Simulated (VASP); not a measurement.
Computed with vdW-DF2, VASP's PBE PAW potentials (set 64) (plane waves; VASP).

VASP input:

### POSCAR
```
Fe
1
   -1.4140250204     1.4140250204     1.4140250204
    1.4140250204    -1.4140250204     1.4140250204
    1.4140250204     1.4140250204    -1.4140250204
Fe
1
Direct
  0.0000000000   0.0000000000   0.0000000000
```

### KPOINTS
```
Automatic mesh
0
Gamma
18 18 18
0 0 0
```

### INCAR
```
! general
SYSTEM  =Fe
PREC    =Accurate
ENCUT   =520
LREAL   =.FALSE.
LASPH   =.TRUE.

! electronic loop
EDIFF   =1E-7
NELM    =100
ALGO    =Normal
LMAXMIX =4

! smearing
ISMEAR  =1
SIGMA   =0.1

! functional
GGA     =ML
LUSE_VDW=.TRUE.
AGGAC   =0.0
ZAB_VDW =-1.8867

! spin
ISPIN   =2
MAGMOM  =2.2

! ions
ISIF    =2

! output
LWAVE   =.FALSE.
LCHARG  =.FALSE.
LORBIT  =10
```

POTCAR, in this order: Fe (PBE.64 set). Program: vasp_std.

Problem. Predict the energy per atom (σ→0), cell moment, pressure, band gap (on the k-mesh).

Solution. 
energy per atom (σ→0): -4.894 eV/atom
cell moment: 2.08 μB
band gap (on the k-mesh): none (metal, semimetal or under 0.01 eV)
pressure: 11.96 GPa

**OSZICAR**
```
...
DAV:   9    -0.489379505051E+01    0.49181E-02   -0.12319E-02  8941   0.109E+00    0.334E-01
DAV:  10    -0.489391284215E+01   -0.11779E-03   -0.43883E-04  7359   0.270E-01    0.111E-01
DAV:  11    -0.489399096816E+01   -0.78126E-04   -0.47029E-04  8518   0.246E-01    0.439E-02
DAV:  12    -0.489399390744E+01   -0.29393E-05   -0.68227E-06  7300   0.442E-02    0.174E-02
DAV:  13    -0.489399536061E+01   -0.14532E-05   -0.42024E-06  7337   0.269E-02    0.798E-03
DAV:  14    -0.489399418120E+01    0.11794E-05   -0.70018E-07  7322   0.108E-02    0.194E-03
DAV:  15    -0.489399427705E+01   -0.95851E-07   -0.10030E-08  3621   0.125E-03
   1 F= -.48939943E+01 E0= -.48938562E+01  d E =-.414177E-03  mag=     2.0819
```

The compound is Fe in the bcc structure. This cell is one point of a volume scan, at 0.94 of the reference volume.
